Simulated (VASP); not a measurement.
# FeGe: structure and properties in VASP

How well does PBEsol + U reproduce what experiment finds for FeGe? The cell is relaxed first, and properties follow on it. The steps: full relaxation (PBEsol + U), second relaxation, density, ELF and potential (PBEsol + U), band structure (PBEsol + U), density of states (PBEsol + U), zone-centre phonons (PBEsol + U), volume scan with PBEsol + U and fit for PBEsol + U. The start is a cell from a database of measured crystal structures.

Method: PBEsol, DFT+U (Fe d 3 eV), spin-polarised from a ferromagnetic start; plane waves and PAW (Fe, Ge_d), in VASP 6.6.1.

Experimental background.

“Chiral magnetic excitations in FeGe films” (2016, arxiv:1608.03582) quotes from earlier work for FeGe, cubic B20 (bulk, quoted from earlier work, 290 K): lattice constant a (bulk cubic lattice constant) 4.701 Å [Literature value cited for bulk FeGe].

## (1) Starting point

Before any relaxation, the start is as follows. It takes space group P2_13 (No. 198, cubic). Conventional cell: a = 4.689 Å, b = 4.689 Å, c = 4.689 Å, α = 90.00°, β = 90.00°, γ = 90.00°. Nearest to Fe lie 7 Ge at 2.38 to 2.64 Å. Nearest to Ge lie 7 Fe at 2.38 to 2.64 Å. Farther neighbours are not listed.

## (2) Full relaxation (PBEsol + U)

The start need not lie at this functional's minimum. ISIF = 3 frees volume, shape and positions, and EDIFFG sets the threshold on forces and stress at which the search stops. PBEsol restores the gradient expansion of exchange and is tuned for the cells of solids. A Hubbard U penalises fractional filling of the localised shell, which semilocal functionals favour.

The input, INCAR:

```
SYSTEM = FeGe
PREC = Accurate
ENCUT = 410
EDIFF = 1E-06
NELM = 100
ISMEAR = 0
SIGMA = 0.05
LREAL = .FALSE.
ALGO = Normal
GGA = PS
NBANDS = 58
ISPIN = 2
MAGMOM = 3 3 3 3 0 0 0 0
LDAU = .TRUE.
LDAUTYPE = 2
LDAUL = 2 -1
LDAUU = 3 0
LDAUJ = 0 0
LDAUPRINT = 1
LASPH = .TRUE.
LMAXMIX = 4
LORBIT = 11
LWAVE = .FALSE.
LCHARG = .FALSE.
KPAR = 4
IBRION = 2
NSW = 60
ISIF = 3
EDIFFG = -0.01
```

The input, POSCAR:

```
FeGe
1.0
    4.6890000000      0.0000000000      0.0000000000
    0.0000000000      4.6890000000      0.0000000000
    0.0000000000      0.0000000000      4.6890000000
Fe Ge
4 4
Direct
    0.1350000000      0.1350000000      0.1350000000
    0.3650000000      0.8650000000      0.6350000000
    0.6350000000      0.3650000000      0.8650000000
    0.8650000000      0.6350000000      0.3650000000
    0.8420000000      0.8420000000      0.8420000000
    0.6580000000      0.1580000000      0.3420000000
    0.3420000000      0.6580000000      0.1580000000
    0.1580000000      0.3420000000      0.6580000000
```

The input, KPOINTS:

```
Automatic mesh
0
Gamma
5 5 5
0 0 0
```

The projector-augmented-wave data sets are Fe and Ge_d (PBE family, release 64).

Started as:

```
> mpirun -np 4 vasp_std
```

The log of the run:

```text
[banner, memory and clock lines left out]
running    4 mpi-ranks, on    1 nodes
 distrk:  each k-point on    1 cores,    4 groups
 distr:  one band on    1 cores,    1 groups

 POSCAR found type information on POSCAR FeGe
 POSCAR found :  2 types and       8 ions
|                                                                             |
|               ----> ADVICE to this user running VASP <----                  |
|                                                                             |
|     You enforced a specific xc type in the INCAR file but a different       |
|     [... a line on the potential file left out ...]
|     I HOPE YOU KNOW WHAT YOU ARE DOING!                                     |
|                                                                             |

 LDA part: xc-table for (Slater+PW92), standard interpolation
 POSCAR, INCAR and KPOINTS ok, starting setup
 FFT: planning ... GRIDC
 FFT: planning ... GRID_SOFT
 FFT: planning ... GRID
 WAVECAR not read
 entering main loop
       N       E                     dE             d eps       ncg     rms          rms(c)
DAV:   1     0.901333585492E+03    0.90133E+03   -0.31235E+04  3064   0.353E+03
DAV:   2     0.140495754674E+03   -0.76084E+03   -0.71947E+03  2552   0.838E+02
DAV:   3    -0.366276674844E+02   -0.17712E+03   -0.16613E+03  2552   0.243E+02
DAV:   4    -0.503363158753E+02   -0.13709E+02   -0.13393E+02  3018   0.797E+01
DAV:   5    -0.506742302956E+02   -0.33791E+00   -0.33682E+00  2918   0.139E+01    0.271E+01
DAV:   6    -0.520626314576E+02   -0.13884E+01   -0.67259E+01  3142   0.757E+01    0.280E+01
DAV:   7    -0.454898681456E+02    0.65728E+01   -0.22181E+01  2838   0.524E+01    0.896E+00
DAV:   8    -0.457145087952E+02   -0.22464E+00   -0.23567E+00  3088   0.734E+00    0.432E+00
DAV:   9    -0.456901054080E+02    0.24403E-01   -0.26055E-01  3472   0.446E+00    0.139E+00
DAV:  10    -0.457259566774E+02   -0.35851E-01   -0.64505E-02  3018   0.200E+00    0.631E-01
DAV:  11    -0.457429551028E+02   -0.16998E-01   -0.13696E-02  2818   0.747E-01    0.439E-01
DAV:  12    -0.457535038439E+02   -0.10549E-01   -0.61876E-03  3044   0.475E-01    0.280E-01
DAV:  13    -0.457578667938E+02   -0.43629E-02   -0.55194E-03  3194   0.482E-01    0.124E-01
DAV:  14    -0.457582266176E+02   -0.35982E-03   -0.17001E-03  2632   0.289E-01    0.663E-02
DAV:  15    -0.457582305592E+02   -0.39416E-05   -0.51075E-05  2766   0.515E-02    0.284E-02
DAV:  16    -0.457582417411E+02   -0.11182E-04   -0.12348E-05  2928   0.312E-02    0.106E-02
DAV:  17    -0.457582443474E+02   -0.26063E-05   -0.57223E-06  2328   0.156E-02    0.498E-03
DAV:  18    -0.457582452808E+02   -0.93337E-06   -0.13215E-06  1662   0.855E-03
   1 F= -.45758245E+02 E0= -.45756625E+02  d E =-.457582E+02  mag=     8.4924
 curvature:   0.00 expect dE= 0.000E+00 dE for cont linesearch  0.000E+00
 trial: gam= 0.00000 g(F)=  0.228E-01 g(S)=  0.757E-01 ort = 0.000E+00 (trialstep = 0.100E+01)
 search vector abs. value=  0.985E-01
 bond charge predicted
       N       E                     dE             d eps       ncg     rms          rms(c)
DAV:   1    -0.468424163085E+02   -0.10842E+01   -0.23505E+01  2706   0.561E+01    0.785E+00
DAV:   2    -0.462828875548E+02    0.55953E+00   -0.46106E+00  2800   0.268E+01    0.580E+00
DAV:   3    -0.459345519623E+02    0.34834E+00   -0.10611E+00  2856   0.134E+01    0.316E+00
DAV:   4    -0.458337948004E+02    0.10076E+00   -0.21177E-01  3448   0.318E+00    0.138E+00
DAV:   5    -0.458135394885E+02    0.20255E-01   -0.42128E-02  3188   0.181E+00    0.514E-01
DAV:   6    -0.458110584637E+02    0.24810E-02   -0.64681E-03  2828   0.903E-01    0.231E-01
DAV:   7    -0.458108031069E+02    0.25536E-03   -0.69387E-04  3240   0.241E-01    0.968E-02
DAV:   8    -0.458108374372E+02   -0.34330E-04   -0.83126E-05  2986   0.704E-02    0.380E-02
DAV:   9    -0.458108364998E+02    0.93742E-06   -0.11369E-05  2748   0.316E-02    0.124E-02
DAV:  10    -0.458108385653E+02   -0.20655E-05   -0.71584E-06  2678   0.255E-02    0.564E-03
DAV:  11    -0.458108399222E+02   -0.13569E-05   -0.16298E-06  1748   0.797E-03    0.358E-03
DAV:  12    -0.458108407968E+02   -0.87460E-06   -0.55724E-07  1350   0.428E-03
   2 F= -.45810841E+02 E0= -.45808570E+02  d E =-.525955E-01  mag=     9.2796
[... from here on, the cycles between the ionic steps are left out ...]
   3 F= -.45810594E+02 E0= -.45808738E+02  d E =-.523482E-01  mag=     9.3341
   4 F= -.45811679E+02 E0= -.45809628E+02  d E =-.534342E-01  mag=     9.3109
   5 F= -.45811629E+02 E0= -.45809512E+02  d E =-.533838E-01  mag=     9.3012
   6 F= -.45811683E+02 E0= -.45809598E+02  d E =-.534380E-01  mag=     9.3061
   7 F= -.45813828E+02 E0= -.45811607E+02  d E =-.214507E-02  mag=     9.2962
   8 F= -.45814020E+02 E0= -.45811715E+02  d E =-.233667E-02  mag=     9.2903
   9 F= -.45814025E+02 E0= -.45811727E+02  d E =-.234217E-02  mag=     9.2909
  10 F= -.45814230E+02 E0= -.45812027E+02  d E =-.205039E-03  mag=     9.3061
 trial-energy change:   -0.000205  1 .order   -0.000224   -0.000323   -0.000126
 step:   1.8209(harm=  1.8209)  dis= 0.00138  next Energy=   -45.814289 (dE=-0.264E-03)
 bond charge predicted
       N       E                     dE             d eps       ncg     rms          rms(c)
DAV:   1    -0.458150348404E+02   -0.80390E-03   -0.36074E-02  3528   0.159E+00    0.231E-01
DAV:   2    -0.458145231554E+02    0.51169E-03   -0.33882E-03  3014   0.667E-01    0.173E-01
DAV:   3    -0.458142848818E+02    0.23827E-03   -0.72067E-04  2860   0.343E-01    0.874E-02
DAV:   4    -0.458142086465E+02    0.76235E-04   -0.15119E-04  3430   0.795E-02    0.369E-02
DAV:   5    -0.458141918587E+02    0.16788E-04   -0.31483E-05  3020   0.533E-02    0.128E-02
DAV:   6    -0.458141884005E+02    0.34581E-05   -0.63011E-06  2428   0.258E-02    0.572E-03
DAV:   7    -0.458141880891E+02    0.31141E-06   -0.34765E-07  1324   0.548E-03
  11 F= -.45814188E+02 E0= -.45812041E+02  d E =-.162676E-03  mag=     9.3150
 curvature:  -1.02 expect dE=-0.891E-04 dE for cont linesearch -0.368E-04
 trial: gam= 0.00000 g(F)=  0.216E-04 g(S)=  0.654E-04 ort =-0.108E-03 (trialstep = 0.125E+01)
 search vector abs. value=  0.871E-04
 reached required accuracy - stopping structural energy minimisation
```

Wall time 7.8 min (4 MPI ranks of Intel Xeon Platinum 8375C at 2.90GHz (Ice Lake), shared host); peak memory 0.99 GiB.

The logs omit lines about the potential files and the build; timing stands in the text.

[end of part 1 of 10]

[Lines on the potential files, build, host, timing and source positions are cut from VASP's logs without a mark.]

[Logs are printed without paths, hosts, clocks, repeated set-up lines and the standing remarks that a program may print on its own settings, such as how far it seeks lower states.]

[Hosts, paths, dates, database ids (printed as entryN), source tags and the programs' standing remarks are cut or masked in the printed files.]

[Measured values are set beside computed ones only where the two were judged alike; some that the calculation misses by far are left out.]

[In band tables of VASP the shares of atoms and orbitals are scaled to a sum of 1 inside the atoms' spheres.]
